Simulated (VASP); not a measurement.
Level of theory: PBEsol GGA, VASP's PBE PAW potentials (set 64) (plane waves; VASP 6.6.1).

A VASP calculation is set up with these files.

File KPOINTS:
```
kpoints
0
gamma
16 16 16
```

**POSCAR**
```
W
1
   -1.5785728233     1.5785728233     1.5785728233
    1.5785728233    -1.5785728233     1.5785728233
    1.5785728233     1.5785728233    -1.5785728233
W
1
Direct
  0.0000000000   0.0000000000   0.0000000000
```

INCAR:
```
# general
SYSTEM =W
PREC   =Accurate
ENCUT  =480
LREAL  =.FALSE.
LASPH  =.TRUE.

# electronic loop
EDIFF  =1E-7
NELM   =100
ALGO   =Normal
LMAXMIX=6

# smearing
ISMEAR =1
SIGMA  =0.1

# functional
GGA    =PS

# ions
ISIF   =2

# output
LWAVE  =.FALSE.
LCHARG =.FALSE.
```

POTCAR, in this order: W_sv (PBE.64 set). Program: vasp_std.

What VASP printed:

**OSZICAR**
```
       N       E                     dE             d eps       ncg     rms          rms(c)
DAV:   1     0.717242370806E+02    0.71724E+02   -0.74977E+03  3190   0.138E+03
DAV:   2    -0.130261888406E+02   -0.84750E+02   -0.81471E+02  3453   0.320E+02
DAV:   3    -0.144925707011E+02   -0.14664E+01   -0.14515E+01  3635   0.417E+01
DAV:   4    -0.144997776715E+02   -0.72070E-02   -0.72060E-02  3436   0.322E+00
DAV:   5    -0.144998332864E+02   -0.55615E-04   -0.55614E-04  3565   0.286E-01    0.219E+01
DAV:   6    -0.139570298413E+02    0.54280E+00   -0.61804E-01  3391   0.103E+01    0.874E+00
DAV:   7    -0.138130747049E+02    0.14396E+00   -0.32913E-01  3526   0.703E+00    0.631E-01
DAV:   8    -0.138084833488E+02    0.45914E-02   -0.47364E-03  3268   0.108E+00    0.175E-01
DAV:   9    -0.138080895121E+02    0.39384E-03   -0.27643E-04  3660   0.195E-01    0.360E-02
DAV:  10    -0.138080891581E+02    0.35402E-06   -0.15919E-05  3475   0.554E-02    0.511E-03
DAV:  11    -0.138080892743E+02   -0.11619E-06   -0.16014E-07  2828   0.535E-03    0.495E-04
DAV:  12    -0.138080892733E+02    0.98657E-09   -0.90446E-09  1757   0.134E-03
   1 F= -.13808089E+02 E0= -.13807908E+02  d E =-.543377E-03
```

File OUTCAR:
```
------------------------ aborting loop because EDIFF is reached ----------------------------------------
  FORCE on cell =-STRESS in cart. coord.  units (eV):
  Direction    XX          YY          ZZ          XY          YZ          ZX
  --------------------------------------------------------------------------------------
  Total       -0.0643607     -0.0643607     -0.0643607      0.0000000     -0.0000000      0.0000000
  in kB       -6.5535609     -6.5535609     -6.5535609      0.0000000     -0.0000000      0.0000000
  external PRESSURE =      -6.5535609 kB  Pullay stress =       0.0000000 kB
  volume of cell :       15.73
      direct lattice vectors                 reciprocal lattice vectors
    -1.578572823  1.578572823  1.578572823     0.000000000  0.316741802  0.316741802
     1.578572823 -1.578572823  1.578572823     0.316741802  0.000000000  0.316741802
     1.578572823  1.578572823 -1.578572823     0.316741802  0.316741802  0.000000000
 POSITION                                       TOTAL-FORCE (eV/Angst)
 -----------------------------------------------------------------------------------
      0.00000      0.00000      0.00000        -0.000000      0.000000     -0.000000
 -----------------------------------------------------------------------------------
    total drift:                                0.000000     -0.000000      0.000000
  FREE ENERGIE OF THE ION-ELECTRON SYSTEM (eV)
  ---------------------------------------------------
  free  energy   TOTEN  =       -13.8080892733 eV

  energy  without entropy=      -13.8075458960  energy(sigma->0) =      -13.80790815
```
(Selected blocks of OUTCAR.)

OUTCAR:
```
 val. band max:       11.4190765378   @ k =  -0.3125   0.3125   0.1875

 cond. band min:      11.4353266503   @ k =  -0.2500   0.2500   0.1250


 Fermi energy:        11.4262609960

 k-point     1 :       0.0000    0.0000    0.0000
  band No.  band energies     occupation
      1     -62.7484      2.00000
      2     -26.2955      2.00000
      3     -26.2955      2.00000
      4     -26.2955      2.00000
      5       1.6873      2.00000
      6      10.1376      2.00000
      7      10.1376      2.00000
      8      10.1376      2.00000
      9      13.6382      0.00000
     10      13.6382      0.00000
     11      25.9400      0.00000

 k-point     2 :       0.0625    0.0000    0.0000
  band No.  band energies     occupation
      1     -62.7432      2.00000
      2     -26.3502      2.00000
      3     -26.3125      2.00000
      4     -26.2958      2.00000
      5       1.8788      2.00000
      6      10.0208      2.00000
      7      10.1109      2.00000
      8      10.3225      2.00000
      9      13.4519      0.00000
     10      13.6394      0.00000
     11      26.1042      0.00000

 k-point     3 :       0.1250    0.0000    0.0000
  band No.  band energies     occupation
      1     -62.7282      2.00000
      2     -26.5041      2.00000
      3     -26.3607      2.00000
      4     -26.2966      2.00000
      5       2.4255      2.00000
      6       9.7048      2.00000
      7       9.9883      2.00000
      8      10.8695      2.00000
      9      13.0911     -0.00000
     10      13.6545      0.00000
     11      26.4928      0.00000

 k-point     4 :       0.1875    0.0000    0.0000
  band No.  band energies     occupation
      1     -62.7057      2.00000
      2     -26.7288      2.00000
      3     -26.4320      2.00000
      4     -26.2978      2.00000
      5       3.2356      2.00000
      6       9.2711      2.00000
      7       9.7287      2.00000
      8      11.7550     -0.00003
      9      12.9059     -0.00000
...
```

Unless said otherwise, spin-orbit coupling is left out, though it shifts the bands of the heavy elements here.

The compound is W in the bcc structure. It was relaxed first.
